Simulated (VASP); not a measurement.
Consider the following.

```
Ru
1.0
    1.36107    -2.35745     0.00000
    1.36107     2.35745     0.00000
    0.00000     0.00000     4.28968
Ru
2
Direct
  0.33333   0.66667   0.25000
  0.66667   0.33333   0.75000
```

Computed with PBE GGA, VASP's PBE PAW potentials (set 64) (plane waves; VASP 6.6.1). Settings: PREC = Normal, EDIFF = 1E-5, 400 eV cut-off, 16×16×12 Γ-centred mesh, first-order Methfessel-Paxton smearing of 0.10 eV, potentials Ru_pv.

### Question
Give the stress tensor in GPa (positive for a compressed cell).

### Answer

```
-1.02   0.00   0.00
 0.00  -1.02   0.00
 0.00   0.00  -1.45
```
The pressure is its mean diagonal, -1.17 GPa.

The compound is Ru in the hcp structure. It was relaxed first.
